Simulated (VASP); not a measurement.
Input:

```yaml
crystal:
  lattice:
    - [0.00000, 3.30314, 3.30314]
    - [3.30314, 0.00000, 3.30314]
    - [3.30314, 3.30314, 0.00000]
  atoms:
    - { symbol: Cd, position: [0.00000, 0.00000, 0.00000] }
    - { symbol: Te, position: [0.25000, 0.25000, 0.25000] }
```

Computed with modified Becke-Johnson potential (mBJ) with spin-orbit coupling, VASP's PBE PAW potentials (set 64) (plane waves; VASP). Run with 400 eV cut-off, 6×6×6 Γ-centred mesh, Gaussian smearing of 0.050 eV, potentials Cd Te.

mBJ is a potential without an energy functional, so only the levels count.

Predict the band gap (over mesh and band path) with the smallest direct gap where there is one.

```yaml
band gap (over mesh and band path): 1.40 eV
smallest direct gap (over mesh and band path): 1.40 eV
```

The absolute energy has meaning only against runs of the same code, potentials and settings.

The structure comes from a computed database's CdTe entry (F-43m); how it stands against other phases isn't given here. It was relaxed first. The cell's shape comes from a PBE relaxation.
